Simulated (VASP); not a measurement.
Here is the system:

```yaml
crystal:
  lattice:
    - [0.00000, 2.97088, 2.97088]
    - [2.97088, 0.00000, 2.97088]
    - [2.97088, 2.97088, 0.00000]
  atoms:
    - { symbol: Pd, position: [0.00000, 0.00000, 0.00000] }
    - { symbol: Te, position: [0.25000, 0.25000, 0.25000] }
```

Computed with PBEsol GGA, VASP's PBE PAW potentials (set 64) (plane waves; VASP 6.6.1). Settings: 400 eV cut-off, Gaussian smearing of 0.050 eV, potentials Pd Te.

Unless said otherwise, spin-orbit coupling is left out, though it shifts the bands of the heavy elements here.

**Question.** What does the run give for the band gap (along the path) with the smallest direct gap where there is one?

**Answer.** 
```
Property                                                     Result
-------------------------  ----------------------------------------
band gap (along the path)  none (metal, semimetal or under 0.01 eV)
```

The structure was generated: PdTe was put into the zinc blende type (F-43m), which need not be its known phase. It was relaxed first, which changed the volume by -20 %.
